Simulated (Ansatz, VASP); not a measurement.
**TlBTe2: VASP beside Ansatz**

```
Tl B Te
1.0
     4.81855    0.00000    0.00000
     0.00000    4.81855    0.00000
     0.00000    0.00000    4.72645
Tl B Te
1 1 2
Direct
  0.00000 0.00000 0.00000
  0.50000 0.50000 0.00000
  0.00000 0.50000 0.50000
  0.50000 0.00000 0.50000
```

Change from the starting cell: species swapped into the CrCoPt2 type (P4/mmm, No. 123).

Alike in both runs: task relaxation of cell and atoms; functional PBE; k mesh 10 × 10 × 10; occupations gaussian, width 0.1 eV; no spin polarisation.

```csv
,VASP,Ansatz
version,VASP 6.6.1,Ansatz 0.2.0
potentials or method,"VASP PAW PBE potentials, release 64 (Tl_d, B, Te)","scalar-relativistic, plane waves, PAW"
plane-wave cutoff (eV),600,420
valence electrons in the cell,28,48
```

VASP gave:

| Item | Value |
| --- | --- |
| gap on the k mesh at the Fermi level, each at its own relaxed structure (eV) | none |
| relaxed volume (Å³/atom) | 26.96 |
| relaxed cell length with the largest relative difference (Å) | 4.423 |
| energy change over the relaxation (meV/atom) | -31 |

Which values does Ansatz return?

gap on the k mesh at the Fermi level, each at its own relaxed structure (eV): none; relaxed volume (Å³/atom): 27.00; relaxed cell length with the largest relative difference (Å): 4.426; energy change over the relaxation (meV/atom): -30.

A gap of «none» marks a metal or a gap that the smearing closes. The two sets of potentials don't hold the same shells in valence.

Spin-orbit coupling is left out, which matters for the levels of Te, Tl.
